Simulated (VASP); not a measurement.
Data:

```
Pb2STe
1.0
    2.18048     1.25890     7.11815
   -2.18048     1.25890     7.11815
    0.00000    -2.51780     7.11815
Te Pb S
1 2 1
Direct
  0.50000   0.50000   0.50000
  0.74119   0.74119   0.74119
  0.25881   0.25881   0.25881
  0.00000   0.00000   0.00000
```

All values below come from PBEsol GGA, VASP's PBE PAW potentials (set 64) (plane waves; VASP 6.6.1). Run with 400 eV cut-off, 7×7×7 Γ-centred mesh, tetrahedra with Blöchl corrections, potentials Te Pb_d S.

Task: Estimate the energy per atom (σ→0).

Result: 
```json
{
  "energy per atom (σ→0)": "-4.410 eV/atom"
}
```

The absolute energy has meaning only against runs of the same code, potentials and settings.

The structure comes from a computed database's TePb2S entry (R-3m); how it stands against other phases isn't given here. It was relaxed first, which changed the volume by -6 %.
